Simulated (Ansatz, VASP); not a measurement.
# H2W2NO2 (W2N(OH)2 MXene monolayer) in two plane-wave programs

Wanted: the spread between two codes on one cell, functional and k mesh. The structure shown is the start of the Ansatz relaxation below; VASP solves that cell, so the two are compared at the walk's first step.

Program: Ansatz 0.2.0. Level of theory: plane waves, with VASP 6.6.1 beside it; single point at RPBE with D3(BJ). Results are calculated unless marked as measured.

**1. Starting point**

The cell holds 7 atoms: 2 H, 2 O, 2 W and 1 N. Cell: a = 3.054 Å, b = 3.054 Å, c = 37.234 Å, α = 90.0°, β = 90.0°, γ = 120.0°. Vacuum lies along c. The height across the vacuum is the one that the program set for its solve, not the one typed.

**2. Ansatz: relaxation, RPBE with D3(BJ)**

Ansatz runs on its default PAW (the set named soft_2) files.

The two programs are compared at the cell with which this relaxation starts, whose forces are those of its first step.

Input file input.yaml:

```yaml
crystal:
  lattice:
    - [3.053908, 0.0, 0.0]
    - [-1.526954, 2.6447619088, 0.0]
    - [0.0, 0.0, 24.717013048]
  atoms:
    - { symbol: H, position: [0.3333333333, 0.6666666667, 0.3641216672] }
    - { symbol: O, position: [0.3333333333, 0.6666666667, 0.403770471] }
    - { symbol: W, position: [0.6666666667, 0.3333333333, 0.4512485294] }
    - { symbol: "N", position: [0.0, 0.0, 0.5] }
    - { symbol: W, position: [0.3333333333, 0.6666666667, 0.5487514706] }
    - { symbol: O, position: [0.6666666667, 0.3333333333, 0.596229529] }
    - { symbol: H, position: [0.6666666667, 0.3333333333, 0.6358783328] }
  periodic: [true, true, false]
kpoints:
  mp_grid: { grid: [12, 12, 1] }
hamiltonian:
  xc: rpbe
  dispersion: d3bj
scf:
  occupations: { method: fermi_dirac, width: 0.05 }
  convergence: { dr2_threshold: 1.0e-09 }
relax:
  f_tol: 0.004
  max_steps: 90
  cell: {}
output:
  write_potential: true
  write_density: true
  volumetric_format: npy
```

The run is started by

```
$ ansatz run input.yaml --threads 4 --pin off --max-ram 6144MiB --backend cpu --events-out ev --progress --plain --runs-dir out
```

Numbers of over 12 decimals in the logs are rounded to 6 here.

Output:

```text
Warning: crystal.periodic: the lattice vector that does not repeat stood 0.000° off the slab's normal, 24.717 Å along it as the deck builds it. The run solves the slab on a vector along the normal, 37.234 Å long, with every atom where it was (on the deck's vector they left 18.00 Å outside them, and the widest stretch free of ions among them is 1.20 Å). A fractional position that the run reports is one of the run's ce [...]
Warning: relax.cell: scf.convergence.dr2_threshold = 1e-9 eV is looser than the 2.504843963e-10 eV advised for a relaxation that steers and ends on the stress (1e-10 eV for each atom of the cell: 7, times the square of relax.cell.stress_2d_tol = 0.05 N/m over 16.7 Å (the atoms' height at the walk's start and 5 Å past either face), 2.991e-2 GPa, over a crystal's default 0.05). What an SCF threshold leaves in a stress goes as its square root, and in the free energy as the threshold itself, and one threshold admits the most on a small cell: [figures from the program's tests cut] Set scf.convergence.dr2_threshold to 2.504843963e-10 eV or tighter. [rest of the remark cut]
crystal.periodic: the lattice vector that does not repeat stood 0.000° off the slab's normal, 24.717 Å along it as the deck builds it. The run solves the slab on a vector along the normal, 37.234 Å long, with every atom where it was (on the deck's vector they left 18.00 Å outside them, and the widest stretch free of ions among them is 1.20 Å). A fractional position that the run reports is one of the run's cell, which [...]
Engine: ansatz 0.2.0, aarch64-unknown-linux-gnu
Pseudopotentials: kind: paw
Pseudopotential: H, paw, valence charge 1, recommended cutoff 420 eV (normal), H.paw.azcp
Pseudopotential: O, paw, valence charge 6, recommended cutoff 420 eV (normal), O.paw.azcp
[...]
SCF iter   3: F=—  HF=-22358.026081 eV  |F-HF|=—  |Δ(HF+E_count)|=   2.32e-8  Δρ=1.81e-6  dr2=1.26e-7  ethr=1.13e-9  ⟨swp⟩=2.2  Hψ=865  notcnv=0
SCF iter   4: F=—  HF=-22358.026081 eV  |F-HF|=—  |Δ(HF+E_count)|=   2.29e-8  Δρ=1.11e-6  dr2=2.81e-8  ethr=2.68e-10  ⟨swp⟩=2.2  Hψ=814  notcnv=0
SCF iter   5: F=-22358.026081 eV  HF=-22358.026081 eV  |F-HF|=4.26e-10  |Δ(HF+E_count)|=   6.88e-9  Δρ=3.41e-7  dr2=7.53e-10  ethr=2.13e-12  ⟨swp⟩=13.2  Hψ=5987  notcnv=0
SCF 11 converged in 5 iterations: F = -22358.026081 eV  dr2 = 7.53e-10
relax step  11: F+E_penalty+E_count = -22358.02608069 eV  Δ(F+E_penalty+E_count) = -6.310e-8 eV  max|allowed force component| = 2.085e-4 eV/Å  Δτ_max = 0.0001 Å  P = +0.000 N/m  Ω = 242.194 Å³  energy of the carried Pulay correction = +4.734e-4 eV  fix = [c, alpha, beta]  reactions: c +0.000 N/m  (5 SCF iters, accepted)
iter 1 solved again at ethr=1.94e-7 eV; its pass at ethr=3.10e-3 eV (dr2=9.12e-5 eV) is discarded
SCF iter   1: F=—  HF=-22358.025729 eV  |F-HF|=—  |Δ(HF+E_count)|=         —  Δρ=7.95e-6  dr2=2.22e-8  ethr=1.94e-7  ⟨swp⟩=7.8  Hψ=7841  notcnv=0
eigensolver tolerance schedule: the retry pair's looser diagonalisation over-reported the residual by 4111.80 of it (diagonalisation noise at 0.35 of the residual, at the tolerance the schedule requests for it); recorded, not acted on — ethr = c·dr2/N_el stays at c = 1.0e-1
preconditioner: auto → LDOS  [metal: Δε(μ)=0.028 eV  Ē_g=11.783 eV  σ=0.050 eV  W_gap=0.14  n_scr=24 (ndim 8)  ℏωp=13.3 eV  f_vac=0.730  D(μ)=3.08/eV (n_scr^D=16)  β→1.0]
SCF iter   2: F=—  HF=-22358.025606 eV  |F-HF|=—  |Δ(HF+E_count)|=   1.23e-4  Δρ=2.60e-6  dr2=1.25e-8  ethr=4.72e-11  ⟨swp⟩=6.7  Hψ=2554  notcnv=0
SCF iter   3: F=—  HF=-22358.025606 eV  |F-HF|=—  |Δ(HF+E_count)|=   1.84e-9  Δρ=6.31e-7  dr2=2.29e-9  ethr=2.66e-11  ⟨swp⟩=3.0  Hψ=1155  notcnv=0
SCF iter   4: F=-22358.025606 eV  HF=-22358.025606 eV  |F-HF|=2.04e-10  |Δ(HF+E_count)|=  4.66e-10  Δρ=1.41e-7  dr2=2.99e-10  ethr=2.13e-12  ⟨swp⟩=19.7  Hψ=5771  notcnv=0
SCF 12 converged in 4 iterations: F = -22358.025606 eV  dr2 = 2.99e-10
relax step  12: F+E_penalty+E_count = -22358.02560598 eV  Δ(F+E_penalty+E_count) = +4.747e-4 eV  max|allowed force component| = 8.822e-5 eV/Å  Δτ_max = 0.0000 Å  P = -0.010 N/m  Ω = 242.194 Å³  fix = [c, alpha, beta]  reactions: c -0.000 N/m  stress off target by 1.02e-2 N/m on what of the cell is left free  SCF on the basis re-selected at this cell (its energy is not comparable with the rows above)  (4 SCF iters)
basis re-selected at this cell: Δ(F+E_penalty+E_count) = +4.747e-4 eV, ΔP = -0.010 N/m vs the last step (what re-selecting the basis moved, of the pressure what is left beyond the Pulay correction that the steps carried, after the strain that the cell walked since its last selection, with what the two solves' SCF thresholds leave and, on support functions, any second-order correction that the steps lacked; it is no m [...]
WARN: The output density's exchange-correlation potential varies sharply where the density is thin. Do not read a vacuum level from v_tot or v_xc, or from such a field of the output density. On a cell that repeats whose density bears no net charge and no dipole along the vacuum's axis use v_es (v_loc + v_h of the components); under efield.dipole_correction with no amplitude use v_es + v_field, which holds any externa [...]
SCF converged after 4 iterations
Free energy (F): -22358.025606 eV
Harris-Foulkes:  -22358.025606 eV  (|F-HF|=2.04e-10)
Internal energy: -22358.002492 eV  (E = F + TS)
E sigma→0 (E₀):  -22358.014049 eV
Entropy (-TS):   -0.023114 eV (-3.302 meV/atom)
Fermi energy:    -2.600493 eV
--- Per-component energies (eV) ---
  E_band       = -1184.435036
  E_kinetic    = 1429.167255
  E_local      = -215380.828731  (includes V_loc(G=0)·N_el)
  E_nonlocal   = 144.538756
  E_hartree    = 106866.961576
  E_xc         = -763.671074
  E_vxc        = -769.414395  (∫ρ·V_xc dr)
  E_paw        = -17601.013073  (= ΣΔE_a)
  E_vpaw       = -341.831708  (= ΣTr[D̂ρ^β])
  E_aug_tail   = 0.002417  (compensation charges beyond the density's cutoff)
  E_ewald      = 102956.492628
  E_disp       = -9.557005  (pairwise vdW)
  E_core_change = -0.095242  (= ΣΔE_core)
  E_smearing   = -0.023114  (= −TS)
  E_closure    = -0.000000  (closes the sum)
  Σ components = -22358.025606   (vs F -22358.025606, Δ=0.00e0)
--- Forces (eV/Å), atoms counted from 1 ---
  atom   1  H      0.00000000     0.00000000     0.00008822
  atom   2  O      0.00000000     0.00000000     0.00005673
  atom   3  W     -0.00000000     0.00000000    -0.00004512
  atom   4  N     -0.00000000    -0.00000000     0.00000000
  atom   5  W      0.00000000    -0.00000000     0.00004512
  atom   6  O     -0.00000000    -0.00000000    -0.00005673
  atom   7  H      0.00000000    -0.00000000    -0.00008822
  max |Σ_I F_I| component: 1.85e-17 eV/Å
--- 2D stress c σ (N/m, compression-positive) ---
       -0.010166       0.000000      -0.000000
        0.000000      -0.010166       0.000000
       -0.000000       0.000000      -0.000000
  P = ½ c Tr σ = -0.0102 N/m
--- Band table (eV; the first three rows and the last of 19) ---
  k-point 0: bands = ["-77.9698", "-77.9601", "-42.7425", "-42.4949", "-41.5581", "-41.5581", "-41.5506", "-41.5506", "-25.8729", "-25.8089", "-20.9298", "-14.8696", "-14.0307", "-10.9590", "-8.7486", "-8.7486", "-8.1003", "-8.1003", "-7.9277", "-6.5890", "-6.5890", "-4.5116", "-4.0947", "-4.0947", "-2.8525", "-2.8114", "-2.7472", "-2.7472", "-1.2472", "-1.2472", "-0.4301"]
  k-point 1: bands = ["-77.9614", "-77.9521", "-42.7205", "-42.4807", "-41.6584", "-41.6493", "-41.5815", "-41.5704", "-25.8112", "-25.7572", "-20.8437", "-14.7025", "-14.0191", "-11.0179", "-8.9004", "-8.6958", "-8.3201", "-8.1060", "-7.7402", "-7.1153", "-6.7535", "-4.7674", "-4.0595", "-3.8851", "-3.0267", "-2.6892", "-2.6295", "-2.5996", "-1.1528", "-1.1450", "-0.2159"]
  k-point 2: bands = ["-77.9386", "-77.9301", "-42.6596", "-42.4430", "-41.9258", "-41.9115", "-41.6432", "-41.6257", "-25.6479", "-25.6171", "-20.6085", "-14.3138", "-13.9769", "-11.1814", "-9.2455", "-8.8023", "-8.6285", "-8.5384", "-8.1611", "-7.0776", "-7.0708", "-5.3504", "-3.9368", "-3.5121", "-3.2383", "-2.2503", "-2.1462", "-2.1168", "-0.9233", "-0.7006", "0.3002"]
  k-point 18: bands = ["-77.8262", "-77.8262", "-42.5495", "-42.5299", "-42.5299", "-42.4891", "-42.2926", "-42.2926", "-24.9238", "-24.9238", "-19.3265", "-13.5175", "-13.5175", "-11.2035", "-11.2035", "-11.1181", "-10.6736", "-9.9104", "-9.5953", "-9.5953", "-3.9238", "-3.4195", "-3.4195", "-3.0097", "-1.0176", "-1.0176", "0.3498", "0.3498", "0.8343", "3.5791", "3.9566"]
  the weakly bound empty levels are not read free of the cell's end (no_gap_told)
--- Relaxed structure (10 steps of the walk, 10 accepted, 2 SCFs on fresh bases) ---
  F+E_penalty+E_count = -22358.02560598 eV   max|allowed force component| = 8.822e-5 eV/Å   (the final SCF, on the basis selected at the relaxed cell)
  cell:  # Å, volume = 242.1937 Å³
    - [2.740603, 0.0, 0]
    - [-1.370301, 2.373432, 0]
    - [0, 0, 37.234026]
  atoms:
    - { symbol: H, position: [0.333333, 0.666667, 0.227441] }
    - { symbol: O, position: [0.333333, 0.666667, 0.253705] }
    - { symbol: W, position: [0.666667, 0.333333, 0.293393] }
    - { symbol: N, position: [0, 0, 0.331914] }
    - { symbol: W, position: [0.333333, 0.666667, 0.370436] }
    - { symbol: O, position: [0.666667, 0.333333, 0.410124] }
    - { symbol: H, position: [0.666667, 0.333333, 0.436388] }
```

In the SCF lines HF is the Harris–Foulkes energy and dr2 the Hartree energy of the density residual, in eV; the loop may stop once dr2 is under the threshold and the program's other checks hold. Hψ counts applications of the Hamiltonian.

**3. VASP: single point, RPBE with D3(BJ), start cell**

The same cell, functional, mesh and smearing now go to VASP, with its own data sets.

Lines of VASP's logs that name or quote its potential files are left out, and so is its time.

Input file INCAR:

```
SYSTEM = H2W2NO2
PREC = Accurate
ENCUT = 520
EDIFF = 1E-06
NELM = 120
ISMEAR = -1
SIGMA = 0.05
LREAL = .FALSE.
ALGO = Normal
GGA = RP
IVDW = 12
NBANDS = 22
LASPH = .TRUE.
LORBIT = 11
LWAVE = .FALSE.
LCHARG = .FALSE.
ISIF = 2
LDIPOL = .TRUE.
IDIPOL = 3
DIPOL = 0.5 0.5 0.332
LVHAR = .TRUE.
GGA_COMPAT = .FALSE.
NELMDL = -8
KPAR = 2
```

Input file POSCAR:

```
H2W2NO2
1.0
    3.0539080000      0.0000000000      0.0000000000
   -1.5269540000      2.6447620000      0.0000000000
    0.0000000000      0.0000000000     37.2340260000
H O W N
2 2 2 1
Direct
    0.3333333964      0.6666667927      0.2417143932
    0.6666666036      0.3333332073      0.4221142511
    0.3333333964      0.6666667927      0.2680344049
    0.6666666036      0.3333332073      0.3957942394
    0.6666666036      0.3333332073      0.2995517057
    0.3333333964      0.6666667927      0.3642769385
    0.0000000000      0.0000000000      0.3319143356
```

Input file KPOINTS:

```
Automatic mesh
0
Gamma
12 12 1
0 0 0
```

Potentials, in the order of the species: H, O, W and N (PBE family, release 64).

The run is started by

```
$ mpirun -np 2 vasp_std
```

Output:

```text
[banner, memory and clock lines left out]
running    2 mpi-ranks, on    1 nodes
 distrk:  each k-point on    1 cores,    2 groups
 distr:  one band on    1 cores,    1 groups

 POSCAR found type information on POSCAR H O W N
 POSCAR found :  4 types and       7 ions
|                                                                             |
|               ----> ADVICE to this user running VASP <----                  |
|                                                                             |
|     You enforced a specific xc type in the INCAR file but a different       |
|     [... a line on the potential file left out ...]
|     I HOPE YOU KNOW WHAT YOU ARE DOING!                                     |
|                                                                             |

 LDA part: xc-table for (Slater+PW92), standard interpolation
 POSCAR, INCAR and KPOINTS ok, starting setup
 FFT: planning ... GRIDC
 FFT: planning ... GRID_SOFT
 FFT: planning ... GRID
 WAVECAR not read
 entering main loop
       N       E                     dE             d eps       ncg     rms          rms(c)
DAV:   1     0.273338536445E+03    0.27334E+03   -0.11469E+04   892   0.104E+03
DAV:   2    -0.117055220518E+02   -0.28504E+03   -0.27403E+03  1234   0.259E+02
DAV:   3    -0.545401083472E+02   -0.42835E+02   -0.41610E+02  1060   0.114E+02
DAV:   4    -0.564311050084E+02   -0.18910E+01   -0.17531E+01  1190   0.245E+01
DAV:   5    -0.564884570218E+02   -0.57352E-01   -0.55845E-01  1206   0.332E+00
DAV:   6    -0.564903214088E+02   -0.18644E-02   -0.18357E-02  1208   0.509E-01
DAV:   7    -0.564904327704E+02   -0.11136E-03   -0.11109E-03  1198   0.882E-02
DAV:   8    -0.564904380997E+02   -0.53293E-05   -0.53248E-05  1234   0.181E-02    0.435E+01
DAV:   9    -0.501425157501E+02    0.63479E+01   -0.39227E+01  1168   0.364E+01    0.187E+01
DAV:  10    -0.499683499941E+02    0.17417E+00   -0.33223E+00  1178   0.122E+01    0.105E+01
DAV:  11    -0.499131542735E+02    0.55196E-01   -0.61490E-01  1170   0.514E+00    0.217E+00
DAV:  12    -0.498855874713E+02    0.27567E-01   -0.19799E-01  1192   0.269E+00    0.207E-01
DAV:  13    -0.498854560452E+02    0.13143E-03   -0.23013E-02  1038   0.913E-01    0.164E-01
DAV:  14    -0.498853303078E+02    0.12574E-03   -0.20629E-03  1150   0.289E-01    0.842E-02
[...]
DAV:  19    -0.498851031793E+02   -0.54184E-04   -0.28197E-05  1106   0.207E-02    0.856E-03
DAV:  20    -0.498851381003E+02   -0.34921E-04   -0.17663E-05  1144   0.117E-02    0.313E-03
DAV:  21    -0.498851699912E+02   -0.31891E-04   -0.26751E-05   982   0.116E-02    0.219E-03
DAV:  22    -0.498851754217E+02   -0.54304E-05   -0.27916E-06   788   0.542E-03    0.188E-03
DAV:  23    -0.498851796641E+02   -0.42424E-05   -0.21655E-06   734   0.406E-03    0.249E-03
DAV:  24    -0.498851815342E+02   -0.18701E-05   -0.72915E-07   738   0.281E-03    0.795E-04
DAV:  25    -0.498851825404E+02   -0.10062E-05   -0.11209E-07   644   0.162E-03    0.598E-04
DAV:  26    -0.498851832198E+02   -0.67940E-06   -0.92385E-08   600   0.123E-03
   1 F= -.58595930E+02 E0= -.58579050E+02  d E =-.337610E-01
```

(Continued in part 2 of 2.)

[Lines on the potential files, build, host, timing and source positions are cut from VASP's logs without a mark.]

[Logs are printed without paths, hosts, clocks, repeated set-up lines and the standing remarks that a program may print on its own settings, such as how far it seeks lower states.]

[Hosts, paths, dates, database ids (printed as entryN), source tags and the programs' standing remarks are cut or masked in the printed files.]
